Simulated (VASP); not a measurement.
# MgZnO2 (space group P3m1): computed properties

Level of theory: LDA (Ceperley-Alder, Perdew-Zunger), VASP's LDA PAW potentials (set 64) (plane waves; VASP 6.6.1).

| Property | Result |
|---|---|
| space group | P3m1 (156) |
| cell | a = b = 3.220 Å, c = 5.073 Å, α = β = 90.00°, γ = 120.00° |
| volume per atom | 11.39 Å³/atom |
| band gap (over mesh and band path) | 1.84 eV |
| smallest direct gap (over mesh and band path) | 1.84 eV |
| band-edge character without spin-orbit coupling | direct, Γ to Γ |
| band gap with spin-orbit coupling | 1.82 eV |
| density | 4.43 g/cm³ |

MgZnO$_{2}$ is modelled in the trigonal space group P3m1 (No. 156), Pearson symbol hP4. Cell: a = b = 3.2204 Å, c = 5.0727 Å, α = β = 90.00°, γ = 120.00°. Mg on 1b has 4 O at 1.939–1.960 Å (tetrahedral). Zn on 1c is coordinated by 4 O at 1.953–1.956 Å (tetrahedral). O1 on 1b is surrounded by 3 Zn at 1.956 Å and 1 Mg at 1.960 Å (tetrahedral). O2 on 1c is coordinated by 3 Mg at 1.939 Å and 1 Zn at 1.953 Å (tetrahedral). (Neighbours: up to the widest gap in distance over summed covalent radii, below 1.35, at either atom; cation-cation and far metal-metal contacts left out.)

The structure comes from a computed database's MgZnO2 entry (P3m1); how it stands against other phases isn't given here. It was relaxed first, which changed the volume by -8 %. Symmetry was kept, so distortions that lower it aren't found.
